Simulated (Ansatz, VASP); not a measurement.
**InBiP2: VASP beside Ansatz**

Aim: how closely do two programs agree when they are given the same cell, functional and k mesh? The cell is invented: As first built, before any earlier steps moved the atoms (in the runner's words): it takes the InP structure with some of its atoms replaced by other elements, volume scaled by an estimate. It may not be a known or stable phase. The cell is taken from a series of VASP runs on this material, whose earlier steps may have relaxed, scaled or displaced it; both programs get it as it stands.

Main program and level: Ansatz 0.2.0; plane waves, with VASP 6.6.1 beside it; relaxation of cell and atoms at PBE.

## (1) Starting point

The structure is trigonal, space group R3m (No. 160). Conventional cell: a = 4.210 Å, b = 4.210 Å, c = 23.664 Å, α = 90.00°, β = 90.00°, γ = 120.00°. Nearest to Bi lie 4 P at 2.75 to 3.15 Å. In has 4 P at 2.56 to 2.65 Å nearest. Nearest to P lie 1 In at 2.65 Å and 3 Bi at 2.75 Å. Nearest to P lie 3 In at 2.56 Å and 1 Bi at 3.15 Å. As first built, before any earlier steps moved the atoms (in the runner's words): sites of the InP structure (space group 216) filled with other elements, volume scaled by an estimate. Farther neighbours are not listed.

Structure file:

```
Bi In P
1.0
     2.10493    1.21528    7.88800
    -2.10493    1.21528    7.88800
     0.00000   -2.43057    7.88800
Bi In P
1 1 2
Cartesian
  0.0000 0.0000 11.8569
  0.0000 0.0000 0.0333
  0.0000 0.0000 2.6841
  0.0000 0.0000 15.0057
```

## (2) VASP: relaxation of cell and atoms, PBE

The relaxed volume is the usual yardstick between codes: its relative difference is about their pressure difference at one cell divided by the bulk modulus.

Lines of VASP's logs that name or quote its potential files are left out, and so is its time.

File INCAR:

```
SYSTEM = InBiP2
PREC = Accurate
ENCUT = 400
EDIFF = 1E-06
NELM = 100
ISMEAR = 0
SIGMA = 0.05
LREAL = .FALSE.
ALGO = Normal
GGA = PE
NBANDS = 25
LORBIT = 11
LWAVE = .FALSE.
LCHARG = .FALSE.
KPAR = 2
IBRION = 2
NSW = 60
ISIF = 3
EDIFFG = -0.01
```

File POSCAR:

```
InBiP2
1.0
    2.1049309675      1.2152819284      7.8880047086
   -2.1049309675      1.2152819284      7.8880047086
    0.0000000000     -2.4305650331      7.8880047386
Bi In P
1 1 2
Direct
    0.5010533852      0.5010533852      0.5010533852
    0.0014087320      0.0014087320      0.0014087320
    0.1134239770      0.1134239770      0.1134239769
    0.6341139058      0.6341139058      0.6341139059
```

File KPOINTS:

```
Automatic mesh
0
Gamma
7 7 7
0 0 0
```

PAW data sets: Bi_d, In_d and P (PBE family, release 64).

On the command line:

```console
mpirun -np 2 vasp_std
```

Numbers of over 12 decimals in the logs are rounded to 6 here.

Output:

```text
[banner, memory and clock lines left out]
running    2 mpi-ranks, on    1 nodes
 distrk:  each k-point on    1 cores,    2 groups
 distr:  one band on    1 cores,    1 groups

 POSCAR found type information on POSCAR BiInP
 POSCAR found :  3 types and       4 ions
 LDA part: xc-table for (Slater+PW92), standard interpolation
 POSCAR, INCAR and KPOINTS ok, starting setup
 FFT: planning ... GRIDC
 FFT: planning ... GRID_SOFT
 FFT: planning ... GRID
 WAVECAR not read
 entering main loop
       N       E                     dE             d eps       ncg     rms          rms(c)
DAV:   1     0.308511860365E+03    0.30851E+03   -0.15689E+04  2200   0.133E+03
DAV:   2     0.136369323046E+02   -0.29487E+03   -0.28952E+03  2295   0.367E+02
DAV:   3    -0.167628246921E+02   -0.30400E+02   -0.29772E+02  2901   0.137E+02
DAV:   4    -0.178662256399E+02   -0.11034E+01   -0.11019E+01  2678   0.294E+01
DAV:   5    -0.179177311986E+02   -0.51506E-01   -0.51500E-01  3509   0.551E+00    0.638E+00
DAV:   6    -0.168392555710E+02    0.10785E+01   -0.30120E+00  2973   0.119E+01    0.342E+00
DAV:   7    -0.168282818569E+02    0.10974E-01   -0.76459E-01  3104   0.351E+00    0.189E+00
DAV:   8    -0.168227519927E+02    0.55299E-02   -0.83067E-02  2829   0.208E+00    0.673E-01
DAV:   9    -0.168223639724E+02    0.38802E-03   -0.13045E-02  3220   0.727E-01    0.183E-01
DAV:  10    -0.168227004480E+02   -0.33648E-03   -0.16484E-03  3230   0.246E-01    0.101E-01
DAV:  11    -0.168230721092E+02   -0.37166E-03   -0.44626E-04  2424   0.111E-01    0.227E-02
DAV:  12    -0.168231175449E+02   -0.45436E-04   -0.57391E-05  2810   0.399E-02    0.197E-02
DAV:  13    -0.168231270653E+02   -0.95204E-05   -0.17098E-05  2016   0.204E-02    0.713E-03
DAV:  14    -0.168231292853E+02   -0.22200E-05   -0.35967E-06  2356   0.100E-02    0.149E-03
DAV:  15    -0.168231294641E+02   -0.17875E-06   -0.38811E-07  1438   0.412E-03
   1 F= -.16823129E+02 E0= -.16823129E+02  d E =-.168231E+02
[...]
2 F= -.16823637E+02 E0= -.16823637E+02  d E =-.507316E-03
[...]
3 F= -.16823640E+02 E0= -.16823640E+02  d E =-.510547E-03
[...]
4 F= -.16823876E+02 E0= -.16823876E+02  d E =-.235655E-03
[...]
5 F= -.16823907E+02 E0= -.16823907E+02  d E =-.266982E-03
 curvature:  -1.07 expect dE=-0.523E-04 dE for cont linesearch -0.421E-07
 trial: gam= 0.09557 g(F)=  0.451E-04 g(S)=  0.370E-05 ort = 0.432E-05 (trialstep = 0.113E+01)
 search vector abs. value=  0.540E-04
 bond charge predicted
       N       E                     dE             d eps       ncg     rms          rms(c)
DAV:   1    -0.168240425970E+02   -0.13580E-03   -0.11573E-02  3345   0.900E-01    0.635E-02
DAV:   2    -0.168239605016E+02    0.82095E-04   -0.32129E-04  2708   0.231E-01    0.243E-02
DAV:   3    -0.168239438322E+02    0.16669E-04   -0.75708E-05  3143   0.108E-01    0.116E-02
DAV:   4    -0.168239449278E+02   -0.10956E-05   -0.44363E-06  2138   0.182E-02    0.651E-03
DAV:   5    -0.168239457387E+02   -0.81082E-06   -0.54302E-07  1157   0.101E-02
   6 F= -.16823946E+02 E0= -.16823946E+02  d E =-.387455E-04
 trial-energy change:   -0.000039  1 .order   -0.000040   -0.000056   -0.000024
 step:   1.9935(harm=  1.9935)  dis= 0.00141  next Energy=   -16.823956 (dE=-0.491E-04)
 reached required accuracy - stopping structural energy minimisation
```

OUTCAR, selected parts (step 2):

```text
ion  position               nearest neighbor table
   1  0.501  0.501  0.501-   3 2.75   3 2.75   3 2.75   4 3.15
   2  0.001  0.001  0.001-   4 2.56   4 2.56   4 2.56   3 2.65
   3  0.113  0.113  0.113-   2 2.65   1 2.75   1 2.75   1 2.75
   4  0.634  0.634  0.634-   2 2.56   2 2.56   2 2.56   1 3.15

  LATTYP: Found a trigonal (rhomboedric) cell.
 ALAT       =     8.2539846636
 COS(alpha) =     0.8699296241

 Subroutine GETGRP returns: Found  6 space group operations
 (whereof  6 operations were pure point group operations)

The static configuration has the point symmetry C_3v.

 Found     44 irreducible k-points:

   k-points           NKPTS =     44   k-points in BZ     NKDIM =     44   number of bands    NBANDS=     25

   dimension x,y,z NGX =    54 NGY =   54 NGZ =   54
   dimension x,y,z NGXF=   108 NGYF=  108 NGZF=  108

   ENCUT  =  400.0 eV  29.40 Ry    5.42 a.u.  13.46 13.46 13.46*2*pi/ulx,y,z

   NELECT =      38.0000    total number of electrons

 k-points in reciprocal lattice and weights: Automatic mesh
   0.00000000  0.00000000  0.00000000       0.003
   0.14285714  0.00000000  0.00000000       0.017
   0.28571429  0.00000000 -0.00000000       0.017
   0.42857143  0.00000000 -0.00000000       0.017
   0.14285714  0.14285714  0.00000000       0.017
   0.28571429  0.14285714 -0.00000000       0.035
   0.42857143  0.14285714  0.00000000       0.035
  -0.42857143  0.14285714  0.00000000       0.035
  -0.28571429  0.14285714  0.00000000       0.035
[...]
0.42857143  0.42857143  0.42857143       0.006
  -0.42857143  0.42857143  0.42857143       0.017

 average (electrostatic) potential at core
       1-106.8156       2 -96.4387       3 -84.1773       4 -83.3585

 E-fermi :   4.6319

 k-point     1 :       0.0000    0.0000    0.0000
  band No.  band energies     occupation
    ...
     15       2.8011      2.00000
     16       2.8011      2.00000
     17       3.1569      2.00000
     18       4.1263      2.00000
     19       4.1263      2.00000
     20       4.8948      0.00000
     21       6.2465      0.00000
     22       6.2941      0.00000
     23       6.2941      0.00000
     24       9.0052      0.00000
    ...

 k-point     2 :       0.1429    0.0000    0.0000
  band No.  band energies     occupation
    ...
     15       2.1648      2.00000
     16       2.5199      2.00000
     17       3.0623      2.00000
     18       3.6461      2.00000
     19       3.7994      2.00000
     20       5.3710      0.00000
     21       6.2960      0.00000
     22       6.6934      0.00000
     23       7.0839      0.00000
     24       8.6820      0.00000
    ...

 k-point     3 :       0.2857    0.0000   -0.0000
  band No.  band energies     occupation
    ...
     15       0.9006      2.00000
     16       2.0226      2.00000
     17       2.2998      2.00000
     18       3.2440      2.00000
     19       4.0377      2.00000
     20       5.1317      0.00000
     21       6.7987      0.00000
     22       7.2918      0.00000
     23       7.4390      0.00000
     24       8.5535      0.00000
    ...

  Total       -0.0070408     -0.0070408      0.0036284      0.0000000     -0.0000000     -0.0000000
  in kB       -0.0929385     -0.0929385      0.0478952      0.0000000     -0.0000000     -0.0000000
  external PRESSURE =      -0.0459939 kB  Pullay stress =       0.0000000 kB

  energy-cutoff  :      400.00
  volume of cell :      121.38
      direct lattice vectors                 reciprocal lattice vectors
     2.101844989  1.213500237  7.931284989     0.237886239  0.137343700  0.042027665
    -2.101844989  1.213500237  7.931284989    -0.237886239  0.137343700  0.042027665
    -0.000000000 -2.427001655  7.931285020     0.000000000 -0.274687400  0.042027644

 POSITION                                       TOTAL-FORCE (eV/Angst)
 -----------------------------------------------------------------------------------
     -0.00000     -0.00000     11.92739        -0.000000     -0.000000      0.003668
     -0.00000     -0.00000      0.03143        -0.000000     -0.000000      0.008169
     -0.00000     -0.00000      2.69918         0.000000      0.000000     -0.008001
     -0.00000     -0.00000     15.08432         0.000000      0.000000     -0.003837
 -----------------------------------------------------------------------------------
    total drift:                               -0.000000      0.000006     -0.001661

  FREE ENERGIE OF THE ION-ELECTRON SYSTEM (eV)
  ---------------------------------------------------
  free  energy   TOTEN  =       -16.8239457387 eV

  energy  without entropy=      -16.8239457103  energy(sigma->0) =      -16.82394572

 reached required accuracy - stopping structural energy minimisation

 total charge
# of ion       s       p       d       tot
------------------------------------------
    1        1.592   1.203   9.928  12.723
    2        0.834   0.695   9.894  11.423
    3        1.075   1.379   0.000   2.454
    4        1.053   1.433   0.000   2.486
--------------------------------------------------
tot          4.554   4.710  19.822  29.086

[... 3 further parts left out ...]
```

The run keeps the 6 symmetry operations of its start, so it cannot find a distortion of lower symmetry.

## (3) Ansatz: relaxation of cell and atoms, PBE

Ansatz runs on its default PAW (the set named soft_2) files.

The same cell, functional, mesh and smearing now go to Ansatz, which takes its cutoff from its data sets.

File input.yaml:

```yaml
crystal:
  lattice:
    - [2.1049309675, 1.2152819284, 7.8880047086]
    - [-2.1049309675, 1.2152819284, 7.8880047086]
    - [0.0, -2.4305650331, 7.8880047386]
  atoms:
    - { symbol: Bi, position: [0.5010533852, 0.5010533852, 0.5010533852] }
    - { symbol: In, position: [0.001408732, 0.001408732, 0.001408732] }
    - { symbol: P, position: [0.113423977, 0.113423977, 0.1134239769] }
    - { symbol: P, position: [0.6341139058, 0.6341139058, 0.6341139059] }
hamiltonian:
  xc: pbe
  pseudopotentials: { kind: paw }
kpoints:
  mp_grid: { grid: [7, 7, 7] }
scf:
  occupations: { method: gaussian, width: 0.05 }
relax:
  f_tol: 0.01
  max_steps: 60
  cell: { stress_tol: 0.05 }
output:
  forces: true
  stress: true
```

On the command line:

```console
ansatz run input.yaml --threads 4 --pin off --max-ram 9216MiB --backend cpu --events-out ev --progress --plain --runs-dir out
```

Output:

```text
basis.fft_grid_basis auto: the FFT boxes are laid along the combinations [[1, 0, -1], [0, 1, -1], [0, 0, 1]] of the cell's own vectors, 4.210, 4.210 and 8.254 Å long. The dense box has 30×30×60 points. Along the cell's own vectors, as sized, it would have 60×60×60, 4.00 times as many. Of the 6 symmetry operations that the crystal satisfies within crystal.symmetry.tolerance (time reversal apart; of a slab, those that  [...]
Engine: ansatz 0.2.0, aarch64-unknown-linux-gnu
Pseudopotentials: kind: paw
Pseudopotential: Bi, paw, valence charge 15, recommended cutoff 420 eV (normal), Bi.paw.azcp
Pseudopotential: In, paw, valence charge 13, recommended cutoff 420 eV (normal), In.paw.azcp
Pseudopotential: P, paw, valence charge 5, recommended cutoff 420 eV (normal), P.paw.azcp
Functional definition: PBE
  parameter kappa = 0.804
  parameter beta = 0.066725
  exchange = pbe_x(kappa = kappa, mu = beta*pi^2/3)
  correlation = pbe_c(beta = beta)
Crystal: 4 atoms, lattice volume = 121.069 Å³
Basis set: ecut = 420 eV, 2337 PW (Γ), FFT grids on a1−a3, a2−a3, a3, exchange–correlation on 60×60×120 points (8 copies of the dense FFT grid, shifted against one another)
Bands: 23, of which v1, the nominal top of the filled ones, is band 19 counted from 1 (18 counted from 0)
Symmetry: 6 space group operations
Space group: R3m (ITA 160), of the structure as read, at distance tolerance 4.9e-5 Å
k-points: 44 of 343 (time reversal used)
Non-local potential: Bi, projectors of the file, l = 0: 2, l = 1: 2, l = 2: 2, l = 3: 2
Non-local potential: In, projectors of the file, l = 0: 2, l = 1: 2, l = 2: 2, l = 3: 2
Non-local potential: P, projectors of the file, l = 0: 2, l = 1: 2, l = 2: 2
PAW form: soft (Blöchl's): semilocal exchange-correlation on the pseudo side does not see the compensation charge
PAW one-centre angular grid: Bi, 590 points (default); XC on 64 Gauss nodes
PAW one-centre angular grid: In, 590 points (default); XC on 64 Gauss nodes
PAW one-centre angular grid: P, 110 points (default); XC on 64 Gauss nodes
Initial density: superposition of atomic densities (neutral atoms: chi_scale 0, normalization atom), corrected by the library's trained network
Initial wavefunctions: pseudopotential atomic-orbital guess
Functional: x = pbe(κ = 0.804, μ = 0.219515), c = pbe(β = 0.066725)
SCF iter   1: F=—  HF=-19505.407632 eV  |F-HF|=—  |Δ(HF+E_count)|=         —  Δρ=2.93e-3  dr2=2.59e-2  ethr=1.77e-3  ⟨swp⟩=7.2  Hψ=5338  notcnv=0
preconditioner: auto → Resta (q_TF=auto, 2.249 Å⁻¹)  ε∞=3.8  [insulator: Δε(μ)=0.320 eV  Ē_g=10.637 eV  σ=0.050 eV  W_gap=1.00  n_scr=28 (ndim 8)  ℏωp=17.9 eV  f_vac=0.034  D(μ)=0.00/eV (n_scr^D=0)  ε∞_Penn≈3.8]
SCF iter   2: F=—  HF=-19505.400131 eV  |F-HF|=—  |Δ(HF+E_count)|=   7.50e-3  Δρ=1.35e-3  dr2=3.37e-3  ethr=6.81e-5  ⟨swp⟩=2.8  Hψ=2202  notcnv=0
SCF iter   3: F=—  HF=-19505.400132 eV  |F-HF|=—  |Δ(HF+E_count)|=   5.86e-7  Δρ=5.31e-4  dr2=7.24e-4  ethr=8.88e-6  ⟨swp⟩=2.0  Hψ=1247  notcnv=0
SCF iter   4: F=—  HF=-19505.400335 eV  |F-HF|=—  |Δ(HF+E_count)|=   2.03e-4  Δρ=2.09e-4  dr2=1.47e-4  ethr=1.91e-6  ⟨swp⟩=2.6  Hψ=1549  notcnv=0
SCF iter   5: F=—  HF=-19505.400409 eV  |F-HF|=—  |Δ(HF+E_count)|=   7.42e-5  Δρ=8.49e-5  dr2=1.62e-5  ethr=3.86e-7  ⟨swp⟩=2.2  Hψ=1427  notcnv=0
SCF iter   6: F=—  HF=-19505.400431 eV  |F-HF|=—  |Δ(HF+E_count)|=   2.18e-5  Δρ=2.38e-5  dr2=1.50e-6  ethr=4.27e-8  ⟨swp⟩=2.5  Hψ=1758  notcnv=0
SCF iter   7: F=—  HF=-19505.400433 eV  |F-HF|=—  |Δ(HF+E_count)|=   1.84e-6  Δρ=7.33e-6  dr2=1.01e-7  ethr=3.95e-9  ⟨swp⟩=2.7  Hψ=1740  notcnv=0
SCF iter   8: F=-19505.400433 eV  HF=-19505.400433 eV  |F-HF|=9.68e-9  |Δ(HF+E_count)|=   1.41e-7  Δρ=2.31e-6  dr2=1.06e-8  ethr=2.63e-10  ⟨swp⟩=5.1  Hψ=3656  notcnv=0
SCF 1 converged in 8 iterations: F = -19505.400433 eV  dr2 = 1.06e-8
  greatest PAW one-centre occupation: 0.988 electrons in one spin orbital (limit 2), on the Bi atom at site 0 (counted from 0), in its partial waves of l = 2
relax step   1: F+E_penalty+E_count = -19505.40043292 eV  Δ(F+E_penalty+E_count) = +0.000e0 eV  max|allowed force component| = 4.128e-2 eV/Å  Δτ_max = 0.0000 Å  P = +0.205 GPa  Ω = 121.069 Å³  (8 SCF iters, dr2 threshold 1.00e-7 eV, accepted)
[...]
relax step   2: F+E_penalty+E_count = -19505.40083810 eV  Δ(F+E_penalty+E_count) = -4.052e-4 eV  max|allowed force component| = 7.413e-2 eV/Å  Δτ_max = 0.0129 Å  P = -0.101 GPa  Ω = 121.588 Å³  energy of the carried Pulay correction = -8.922e-5 eV  (5 SCF iters, dr2 threshold 3.75e-7 eV, accepted)
[...]
relax step   3: F+E_penalty+E_count = -19505.40126258 eV  Δ(F+E_penalty+E_count) = -4.245e-4 eV  max|allowed force component| = 1.267e-2 eV/Å  Δτ_max = 0.0078 Å  P = -0.026 GPa  Ω = 121.558 Å³  energy of the carried Pulay correction = -8.412e-5 eV  (5 SCF iters, dr2 threshold 3.43e-7 eV, accepted)
[...]
relax step   4: F+E_penalty+E_count = -19505.40132922 eV  Δ(F+E_penalty+E_count) = -6.664e-5 eV  max|allowed force component| = 7.361e-3 eV/Å  Δτ_max = 0.0015 Å  P = -0.004 GPa  Ω = 121.531 Å³  energy of the carried Pulay correction = -7.943e-5 eV  (5 SCF iters, dr2 threshold 1.00e-8 eV, accepted)
[...]
relax step   5: F+E_penalty+E_count = -19505.40140904 eV  Δ(F+E_penalty+E_count) = -7.983e-5 eV  max|allowed force component| = 7.331e-3 eV/Å  Δτ_max = 0.0000 Å  P = -0.004 GPa  Ω = 121.531 Å³  stress off target by 3.69e-2 GPa  SCF on the basis re-selected at this cell (its energy is not comparable with the rows above)  (6 SCF iters)
basis re-selected at this cell: Δ(F+E_penalty+E_count) = -7.983e-5 eV, ΔP = +0.000 GPa vs the last step (what re-selecting the basis moved, of the pressure what is left beyond the Pulay correction that the steps carried, after the strain that the cell walked since its last selection, with what the two solves' SCF thresholds leave and, on support functions, any second-order correction that the steps lacked; it is no m [...]
SCF converged after 6 iterations
Free energy (F): -19505.401409 eV
Harris-Foulkes:  -19505.401409 eV  (|F-HF|=7.28e-11)
Internal energy: -19505.401409 eV  (E = F + TS)
E sigma→0 (E₀):  -19505.401409 eV
Entropy (-TS):   -0.000000 eV (-0.000 meV/atom)
Fermi energy:    6.515347 eV
--- Per-component energies (eV) ---
  E_band       = -223.035768
  E_kinetic    = 681.273863
  E_local      = -3353.024961  (includes V_loc(G=0)·N_el)
  E_nonlocal   = 995.650383
  E_hartree    = 1210.063535
  E_xc         = -487.605714
  E_vxc        = -362.250329  (∫ρ·V_xc dr)
  E_paw        = -15956.762610  (= ΣΔE_a)
  E_vpaw       = -604.811400  (= ΣTr[D̂ρ^β])
  E_aug_tail   = -0.000397  (compensation charges beyond the density's cutoff)
  E_ewald      = -2594.995507
  E_smearing   = -0.000000  (= −TS)
  E_closure    = 0.000000  (closes the sum)
  Σ components = -19505.401409   (vs F -19505.401409, Δ=0.00e0)
--- Forces (eV/Å), atoms counted from 1 ---
  atom   1  Bi     0.00000000    -0.00000000     0.00067762
  atom   2  In     0.00000000     0.00000000    -0.00733161
  atom   3  P      0.00000000    -0.00000000     0.00059484
  atom   4  P      0.00000000    -0.00000000     0.00605676
  max |Σ_I F_I| component: 2.40e-6 eV/Å
--- Stress (GPa, compression-positive) ---
       -0.024887       0.000000      -0.000000
        0.000000      -0.024887      -0.000000
       -0.000000      -0.000000       0.036858
  P = ⅓ Tr σ = -0.0043 GPa (-0.043 kbar)
--- Relaxed structure (4 steps of the walk, 4 accepted, 1 SCFs on fresh bases) ---
  F+E_penalty+E_count = -19505.40140904 eV   max|allowed force component| = 7.331e-3 eV/Å   (the final SCF, on the basis selected at the relaxed cell)
  cell:  # Å, volume = 121.5308 Å³
    - [2.103094, 1.214222, 7.931917]
    - [-2.103094, 1.214222, 7.931917]
    - [0, -2.428444, 7.931917]
  atoms:
    - { symbol: Bi, position: [0.501235, 0.501235, 0.501235] }
    - { symbol: In, position: [0.00141307, 0.00141307, 0.00141307] }
    - { symbol: P, position: [0.113445, 0.113445, 0.113445] }
    - { symbol: P, position: [0.633906, 0.633906, 0.633906] }
```

Wall time 15 s (4 threads of Arm Neoverse V2, shared host); peak memory 0.46 GiB; 56 s of CPU time.

## (4) Comparison

Known differences besides the potentials themselves: both relaxations stop at a tolerance, which leaves soft axes loose, and VASP keeps its plane-wave basis; the cutoff is 420 eV in Ansatz and 400 eV in VASP; VASP leaves aspherical gradient terms in its spheres out (LASPH is not set), Ansatz keeps them; Ansatz adds a Pulay correction to the stress that steers its cell, VASP none. Total energies have different zeros and are not compared.

The two programs side by side:

```
                                         quantity  Ansatz    VASP  difference
                                      volume (Å³)  121.53  121.38     +0.13 %
edge a after relaxation, in the typed setting (Å)   8.295   8.294     +0.01 %
```

The walks stopped with 0.00 GPa left in Ansatz and 0.00 GPa in VASP; each walk ends within a tolerance, so the volume difference is uncertain by about these residues over the bulk modulus, most in soft cells.

## (5) What came out

| Property | Result |
| --- | --- |
| difference in volume (relaxation of cell and atoms, PBE) | 0.13 % |

In words: The difference in volume is 0.13 % (relaxation of cell and atoms, PBE), within the 1.2 % picked in this series as the mark of a large difference, as far as the stopping tolerances let one tell. Such differences can come from data sets, numerical settings and the points named under the comparisons, not from the functional's error against experiment.

[Lines on the potential files, build, host, timing and source positions are cut from VASP's logs without a mark.]

[Logs are printed without paths, hosts, clocks, repeated set-up lines and the standing remarks that a program may print on its own settings, such as how far it seeks lower states.]

[Hosts, paths, dates, database ids (printed as entryN), source tags and the programs' standing remarks are cut or masked in the printed files.]
